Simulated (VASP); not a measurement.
# CsPbCl3: what each functional gives for the gap, part 2 of 3

Aim: the gap of CsPbCl3 on one structure at many levels of theory. The starting structure is a measured crystal structure from the Crystallography Open Database. Cell and atoms stay as given. Meshes and data sets differ where the inputs say so.

VASP 6.6.1.

Results so far: LDA 1.706 eV; PBE 1.935 eV; r2SCAN 2.304 eV.

**5. Bands with TB-mBJ**

Level of this step: TB-mBJ; plane waves and PAW (Pb_d, Cs_sv, Cl) (VASP).

TB-mBJ is a local potential fitted to gaps: it costs far less than a hybrid but gives no energy. Its energies, forces and stress mean nothing.

The input, INCAR:

```
SYSTEM = CsPbCl3
PREC = Accurate
ENCUT = 350
EDIFF = 1E-06
NELM = 150
ISMEAR = 0
SIGMA = 0.03
LREAL = .FALSE.
ALGO = Normal
METAGGA = MBJ
LASPH = .TRUE.
NBANDS = 37
LORBIT = 11
LWAVE = .FALSE.
LCHARG = .FALSE.
KPAR = 8
```

The input, POSCAR:

```
CsPbCl3
1.0
    5.6050000000      0.0000000000      0.0000000000
    0.0000000000      5.6050000000      0.0000000000
    0.0000000000      0.0000000000      5.6050000000
Pb Cs Cl
1 1 3
Direct
    0.5000000000      0.5000000000      0.5000000000
    0.0000000000      0.0000000000      0.0000000000
    0.5000000000      0.5000000000      0.0000000000
    0.5000000000      0.0000000000      0.5000000000
    0.0000000000      0.5000000000      0.5000000000
```

The input, KPOINTS:

```
Automatic mesh
0
Gamma
4 4 4
0 0 0
```

The input, KPOINTS_OPT:

```
Line mode
8
Line-mode
Reciprocal
  0.00000000   0.00000000   0.00000000 GAMMA
  0.00000000   0.50000000   0.00000000 X

  0.00000000   0.50000000   0.00000000 X
  0.50000000   0.50000000   0.00000000 M

  0.50000000   0.50000000   0.00000000 M
  0.00000000   0.00000000   0.00000000 GAMMA

  0.00000000   0.00000000   0.00000000 GAMMA
  0.50000000   0.50000000   0.50000000 R

  0.50000000   0.50000000   0.50000000 R
  0.00000000   0.50000000   0.00000000 X

  0.50000000   0.50000000   0.00000000 M
  0.50000000   0.50000000   0.50000000 R
```

PAW data sets: Pb_d, Cs_sv and Cl (PBE family, release 64).

The run is started by

```sh
mpirun -np 8 vasp_std
```

The log of the run:

```text
[banner, memory and clock lines left out]
running    8 mpi-ranks, on    1 nodes
[...]
[... a notice as in an earlier step ...]

 [... a notice as in an earlier step ...]

 LDA part: xc-table for (None), standard interpolation
 POSCAR, INCAR and KPOINTS ok, starting setup
[...]
entering main loop
       N       E                     dE             d eps       ncg     rms          rms(c)
DAV:   1     0.199898578177E+04    0.19990E+04   -0.15213E+04   740   0.812E+02
DAV:   2     0.167033137489E+04   -0.32865E+03   -0.30742E+03   838   0.239E+02
DAV:   3     0.162951558262E+04   -0.40816E+02   -0.40252E+02   944   0.968E+01
DAV:   4     0.162809024215E+04   -0.14253E+01   -0.14218E+01   851   0.220E+01
[...]
DAV:   8     0.162661327024E+04   -0.14141E+01   -0.35600E+00   771   0.823E+00    0.201E+01
DAV:   9     0.162817128802E+04    0.15580E+01   -0.16416E+00   870   0.618E+00    0.172E+01
DAV:  10     0.163270061415E+04    0.45293E+01   -0.10496E+01   859   0.147E+01    0.146E+01
[... 130 further cycles ...]
[...]
|     density mixing parameters otherwise.                                    |
|                                                                             |

   1 F= 0.16476086E+04 E0= 0.16476086E+04  d E =-.278112E-27
 Start KPOINTS_OPT (optional k-point list driver)
k-point batch [1-10\48]
       N       E                     dE             ncg
DAV:   1     0.564262709479E+04    0.20548E+04     1395
DAV:   2    -0.227138076153E+03   -0.58698E+04     1480
DAV:   3    -0.134580505909E+04   -0.11187E+04     1480
DAV:   4    -0.146534518490E+04   -0.11954E+03     1472
[...]
DAV:  24    -0.148464938330E+04   -0.38249E-05     1166
DAV:  25    -0.148464938512E+04   -0.18206E-05     1112
DAV:  26    -0.148464938599E+04   -0.86930E-06     1011
[...]
k-point batch [41-48\48]
       N       E                     dE             ncg
DAV:   1     0.573128603164E+04   -0.30084E+04     1112
DAV:   2     0.113820347380E+04   -0.45931E+04     1184
DAV:   3     0.202134475461E+03   -0.93607E+03     1184
DAV:   4     0.845905381018E+02   -0.11754E+03     1168
[...]
DAV:  25     0.632346998247E+02   -0.31919E-05      827
DAV:  26     0.632346981014E+02   -0.17233E-05      784
DAV:  27     0.632346971719E+02   -0.92947E-06      760
```

It took 2.9 min on 8 MPI ranks of Intel Xeon Platinum 8488C (Sapphire Rapids), shared host; peak memory 2.4 GiB.

OUTCAR, selected parts (step 5):

```text
  Total      301.2299711    301.2299711    301.2299711     -0.0000000      0.0000000      0.0000000
  in kB     2740.8288166   2740.8288166   2740.8288166     -0.0000000      0.0000000      0.0000000
  external PRESSURE =    2740.8288166 kB  Pullay stress =       0.0000000 kB

  FREE ENERGIE OF THE ION-ELECTRON SYSTEM (eV)
  ---------------------------------------------------
  free  energy   TOTEN  =      1647.6085966791 eV

  energy  without entropy=     1647.6085966791  energy(sigma->0) =     1647.60859668

[... 3 parts as in an earlier step ...]

[... 1 further part left out ...]
[key lines of the parts left out:]
E-fermi :   6.7812
```

The log as kept lacks single lines of electronic cycles.

The electronic loop didn't reach EDIFF within its 150 cycles (NELM).

**6. Bands with LDA + spin-orbit coupling**

Spin-orbit coupling is switched on in this step.

The input, INCAR:

```
SYSTEM = CsPbCl3
PREC = Accurate
ENCUT = 350
EDIFF = 1E-06
NELM = 100
ISMEAR = 0
SIGMA = 0.03
LREAL = .FALSE.
ALGO = Normal
GGA = CA
LNONCOLLINEAR = .TRUE.
MAGMOM = 0 0 0 0 0 0 0 0 0 0 0 0 0 0 0
NBANDS = 56
GGA_COMPAT = .FALSE.
LASPH = .TRUE.
LSORBIT = .TRUE.
LORBIT = 11
LWAVE = .FALSE.
LCHARG = .FALSE.
KPAR = 8
```

POSCAR is that of step 5.

KPOINTS is that of step 5.

KPOINTS_OPT is that of step 5.

The projector-augmented-wave data sets are Pb_d, Cs_sv and Cl (LDA family, release 64).

The run is started by

```sh
mpirun -np 8 vasp_ncl
```

The log of the run:

```text
[banner, memory and clock lines left out]
running    8 mpi-ranks, on    1 nodes
[...]
[... a notice as in an earlier step ...]

 LDA part: xc-table for (Slater(with rela. corr.)+CA(PZ))
 , standard interpolation
 POSCAR, INCAR and KPOINTS ok, starting setup
[...]
entering main loop
       N       E                     dE             d eps       ncg     rms          rms(c)
DAV:   1     0.361614873535E+03    0.36161E+03   -0.15614E+04  1120   0.107E+03
DAV:   2     0.285165523462E+02   -0.33310E+03   -0.32102E+03  1352   0.300E+02
DAV:   3    -0.186892836117E+02   -0.47206E+02   -0.46753E+02  1464   0.134E+02
DAV:   4    -0.205814110569E+02   -0.18921E+01   -0.18860E+01  1488   0.344E+01
[...]
DAV:  11    -0.198765952349E+02    0.30960E-05   -0.65616E-04  1648   0.218E-01    0.140E-02
DAV:  12    -0.198765916814E+02    0.35535E-05   -0.56281E-05  1464   0.522E-02    0.784E-03
DAV:  13    -0.198765908767E+02    0.80464E-06   -0.97207E-06  1568   0.393E-02
   1 F= -.19876591E+02 E0= -.19876591E+02  d E =-.927121E-20  mag=    -0.0000     0.0000    -0.0000
 Start KPOINTS_OPT (optional k-point list driver)
k-point batch [1-10\48]
       N       E                     dE             ncg
DAV:   1     0.317770454276E+03   -0.25992E+04     1120
DAV:   2    -0.298332654571E+04   -0.33011E+04     1352
DAV:   3    -0.344528963716E+04   -0.46196E+03     1440
DAV:   4    -0.346444864035E+04   -0.19159E+02     1456
DAV:   5    -0.346512759063E+04   -0.67895E+00     1544
DAV:   6    -0.346515780259E+04   -0.30212E-01     1656
DAV:   7    -0.346515832076E+04   -0.51817E-03     1632
DAV:   8    -0.346515833353E+04   -0.12773E-04     1536
DAV:   9    -0.346515833366E+04   -0.13053E-06      992
[...]
k-point batch [41-48\48]
       N       E                     dE             ncg
DAV:   1     0.137667029272E+04   -0.69903E+04      896
DAV:   2    -0.120346501926E+04   -0.25801E+04     1080
DAV:   3    -0.158091037584E+04   -0.37745E+03     1144
DAV:   4    -0.159735362123E+04   -0.16443E+02     1072
DAV:   5    -0.159830179309E+04   -0.94817E+00     1256
DAV:   6    -0.159833231650E+04   -0.30523E-01     1272
DAV:   7    -0.159833296103E+04   -0.64453E-03     1264
DAV:   8    -0.159833297421E+04   -0.13182E-04     1248
DAV:   9    -0.159833297468E+04   -0.46539E-06      736
```

The job ended after 71 s (8 MPI ranks; peak memory 3.3 GiB; 9.2 min of CPU time).

From OUTCAR (step 6):

```text
  Total       -1.3891781     -1.3891781     -1.3891781      0.0000000     -0.0000000     -0.0000000
  in kB      -12.6398421    -12.6398421    -12.6398421      0.0000000     -0.0000000     -0.0000000
  external PRESSURE =     -12.6398421 kB  Pullay stress =       0.0000000 kB

  FREE ENERGIE OF THE ION-ELECTRON SYSTEM (eV)
  ---------------------------------------------------
  free  energy   TOTEN  =       -19.8765908767 eV

  energy  without entropy=      -19.8765908767  energy(sigma->0) =      -19.87659088

 magnetization (x)
# of ion       s       p       d       tot
------------------------------------------
    1        0.000   0.000   0.000   0.000
    2       -0.000   0.000  -0.000  -0.000
    3       -0.000   0.000   0.000   0.000
    4        0.000   0.000   0.000   0.000
    5        0.000   0.000   0.000   0.000
--------------------------------------------------
tot          0.000   0.000   0.000   0.000

 magnetization (y)
# of ion       s       p       d       tot
------------------------------------------
    1        0.000   0.000   0.000   0.000
    2        0.000   0.000   0.000   0.000
    3       -0.000  -0.000   0.000  -0.000
    4       -0.000   0.000   0.000  -0.000
    5        0.000  -0.000   0.000  -0.000
--------------------------------------------------
tot          0.000  -0.000   0.000  -0.000

 magnetization (z)
# of ion       s       p       d       tot
------------------------------------------
    1        0.000  -0.000  -0.000  -0.000
    2        0.000   0.000   0.000   0.000
    3       -0.000   0.000   0.000  -0.000
    4        0.000   0.000   0.000   0.000
    5       -0.000   0.000   0.000  -0.000
--------------------------------------------------
tot         -0.000  -0.000  -0.000  -0.000

[... 2 parts as in an earlier step ...]

[... 2 further parts left out ...]
[key lines of the parts left out:]
E-fermi :   1.7735
```

LDA + spin-orbit coupling gives a direct gap of 0.643 eV. The least gap is -1.062 eV from that of LDA.

**7. Bands with r2SCAN + spin-orbit coupling**

INCAR, as its differences from that of step 6:

```diff
@@ -9,3 +9,4 @@
 ALGO = Normal
-GGA = CA
+METAGGA = R2SCAN
+LASPH = .TRUE.
 LNONCOLLINEAR = .TRUE.
@@ -14,3 +15,2 @@
 GGA_COMPAT = .FALSE.
-LASPH = .TRUE.
 LSORBIT = .TRUE.
```

POSCAR is that of step 6.

KPOINTS is that of step 6.

KPOINTS_OPT is that of step 6.

The projector-augmented-wave data sets are Pb_d, Cs_sv and Cl (PBE family, release 64).

The run is started by

```sh
mpirun -np 8 vasp_ncl
```

The log of the run:

```text
[... set-up lines as in an earlier step ...]
 entering main loop
       N       E                     dE             d eps       ncg     rms          rms(c)
DAV:   1     0.274733490894E+03    0.27473E+03   -0.15882E+04  1120   0.109E+03
DAV:   2    -0.684310510468E+02   -0.34316E+03   -0.33064E+03  1344   0.308E+02
DAV:   3    -0.117839706051E+03   -0.49409E+02   -0.48940E+02  1480   0.138E+02
DAV:   4    -0.119774019688E+03   -0.19343E+01   -0.19275E+01  1448   0.350E+01
[...]
DAV:  13    -0.108604672256E+03    0.10542E-05   -0.31513E-05  1480   0.493E-02    0.594E-03
DAV:  14    -0.108604671165E+03    0.10910E-05   -0.65233E-06  1416   0.157E-02    0.201E-03
DAV:  15    -0.108604671017E+03    0.14723E-06   -0.31672E-07   872   0.429E-03
   1 F= -.10860467E+03 E0= -.10860467E+03  d E =-.120981E-16  mag=    -0.0000     0.0000    -0.0000
 Start KPOINTS_OPT (optional k-point list driver)
k-point batch [1-10\48]
       N       E                     dE             ncg
DAV:   1     0.346912424135E+03   -0.25700E+04     1120
DAV:   2    -0.315216533475E+04   -0.34991E+04     1368
DAV:   3    -0.361886878342E+04   -0.46670E+03     1384
DAV:   4    -0.363989638837E+04   -0.21028E+02     1496
DAV:   5    -0.364066696224E+04   -0.77057E+00     1520
DAV:   6    -0.364070149936E+04   -0.34537E-01     1656
DAV:   7    -0.364070241079E+04   -0.91144E-03     1608
DAV:   8    -0.364070241822E+04   -0.74263E-05     1544
DAV:   9    -0.364070241836E+04   -0.14406E-06      984
[...]
k-point batch [41-48\48]
       N       E                     dE             ncg
DAV:   1     0.140008833277E+04   -0.69669E+04      896
DAV:   2    -0.133591740157E+04   -0.27360E+04     1088
DAV:   3    -0.172100053669E+04   -0.38508E+03     1120
DAV:   4    -0.173873884144E+04   -0.17738E+02     1056
DAV:   5    -0.173980496950E+04   -0.10661E+01     1264
DAV:   6    -0.173983285284E+04   -0.27883E-01     1256
DAV:   7    -0.173983326864E+04   -0.41580E-03     1280
DAV:   8    -0.173983328065E+04   -0.12007E-04     1216
DAV:   9    -0.173983328108E+04   -0.43397E-06      720
```

It took 4.2 min on 8 MPI ranks; peak memory 3.9 GiB; 33 min of CPU time.

Parts of OUTCAR (step 7):

```text
  Total        0.9503121      0.9503121      0.9503121      0.0000000      0.0000000     -0.0000000
  in kB        8.6466923      8.6466923      8.6466923      0.0000000      0.0000000     -0.0000000
  external PRESSURE =       8.6466923 kB  Pullay stress =       0.0000000 kB

  FREE ENERGIE OF THE ION-ELECTRON SYSTEM (eV)
  ---------------------------------------------------
  free  energy   TOTEN  =      -108.6046710174 eV

  energy  without entropy=     -108.6046710174  energy(sigma->0) =     -108.60467102

 magnetization (x)
# of ion       s       p       d       tot
------------------------------------------
    1       -0.000   0.000  -0.000  -0.000
    2       -0.000  -0.000  -0.000  -0.000
    3       -0.000  -0.000   0.000  -0.000
    4        0.000   0.000   0.000   0.000
    5       -0.000   0.000   0.000  -0.000
--------------------------------------------------
tot         -0.000   0.000  -0.000  -0.000

 magnetization (y)
# of ion       s       p       d       tot
------------------------------------------
    1        0.000   0.000   0.000   0.000
    2       -0.000   0.000  -0.000  -0.000
    3        0.000   0.000   0.000   0.000
    4       -0.000  -0.000   0.000  -0.000
    5       -0.000   0.000   0.000   0.000
--------------------------------------------------
tot         -0.000   0.000   0.000   0.000

 magnetization (z)
# of ion       s       p       d       tot
------------------------------------------
    1        0.000   0.000   0.000   0.000
    2        0.000  -0.000   0.000   0.000
    3       -0.000  -0.000   0.000  -0.000
    4       -0.000  -0.000   0.000  -0.000
    5        0.000   0.000   0.000   0.000
--------------------------------------------------
tot          0.000   0.000   0.000   0.000

[... 3 parts as in an earlier step ...]

[... 1 further part left out ...]
[key lines of the parts left out:]
E-fermi :   1.7768
```

r2SCAN + spin-orbit coupling gives a direct gap of 1.208 eV. The least gap is -1.096 eV from that of r2SCAN.

**8. Bands with TB-mBJ + spin-orbit coupling**

INCAR, as its differences from that of step 7:

```diff
@@ -4,3 +4,3 @@
 EDIFF = 1E-06
-NELM = 100
+NELM = 150
 ISMEAR = 0
@@ -9,3 +9,3 @@
 ALGO = Normal
-METAGGA = R2SCAN
+METAGGA = MBJ
 LASPH = .TRUE.
```

POSCAR is that of step 7.

KPOINTS is that of step 7.

KPOINTS_OPT is that of step 7.

The run is started by

```sh
mpirun -np 8 vasp_ncl
```

The log of the run:

```text
[... set-up lines as in an earlier step ...]
 entering main loop
       N       E                     dE             d eps       ncg     rms          rms(c)
DAV:   1     0.202129472182E+04    0.20213E+04   -0.15659E+04  1120   0.106E+03
DAV:   2     0.167993259081E+04   -0.34136E+03   -0.32875E+03  1344   0.303E+02
DAV:   3     0.162928004060E+04   -0.50653E+02   -0.50287E+02  1496   0.139E+02
DAV:   4     0.162766514023E+04   -0.16149E+01   -0.16085E+01  1376   0.326E+01
[...]
DAV:   8     0.162664572106E+04   -0.98971E+00   -0.25206E+00  1240   0.945E+00    0.210E+01
DAV:   9     0.162854773252E+04    0.19020E+01   -0.29515E+00  1320   0.119E+01    0.154E+01
DAV:  10     0.163519326519E+04    0.66455E+01   -0.12943E+01  1352   0.214E+01    0.169E+01
[... 130 further cycles ...]
DAV: 141     0.178829216483E+04   -0.20618E+02   -0.50153E+02  1496   0.698E+02    0.147E+02
DAV: 142     0.178667969872E+04   -0.16125E+01   -0.12079E+02  1256   0.116E+02    0.152E+02
DAV: 143     0.179792944744E+04    0.11250E+02   -0.30714E+02  2048   0.718E+02    0.153E+02
[...]
DAV: 150     0.175189548760E+04    0.99726E+01   -0.21901E+02  1984   0.218E+02
 [... a notice as in an earlier step ...]

   1 F= 0.17518955E+04 E0= 0.17518955E+04  d E =-.153353E-27  mag=     0.0000    -0.0000    -0.0000
 Start KPOINTS_OPT (optional k-point list driver)
k-point batch [1-10\48]
       N       E                     dE             ncg
DAV:   1     0.129355942459E+05    0.10019E+05     1936
DAV:   2     0.371017049532E+04   -0.92254E+04     2240
DAV:   3     0.118440279500E+04   -0.25258E+04     2240
DAV:   4     0.462793000088E+03   -0.72161E+03     2240
[...]
DAV:  71    -0.323293440496E+01   -0.13891E-05     1040
DAV:  72    -0.323293545466E+01   -0.10497E-05     1040
DAV:  73    -0.323293624958E+01   -0.79492E-06     1040
[...]
k-point batch [41-48\48]
       N       E                     dE             ncg
DAV:   1     0.128057007171E+05    0.44387E+04     1472
DAV:   2     0.443748014737E+04   -0.83682E+04     1792
DAV:   3     0.218723377862E+04   -0.22502E+04     1792
DAV:   4     0.156073056418E+04   -0.62650E+03     1792
[...]
DAV:  75     0.112633095274E+04   -0.14642E-05      832
DAV:  76     0.112633095162E+04   -0.11262E-05      832
DAV:  77     0.112633095075E+04   -0.86662E-06      832
```

The job ended after 12 min (8 MPI ranks; peak memory 4.4 GiB).

(Part 2 of 3 ends here.)

[Lines on the potential files, build, host, timing and source positions are cut from VASP's logs without a mark.]

[Logs are printed without paths, hosts, clocks, repeated set-up lines and the standing remarks that a program may print on its own settings, such as how far it seeks lower states.]

[Hosts, paths, dates, database ids (printed as entryN), source tags and the programs' standing remarks are cut or masked in the printed files.]
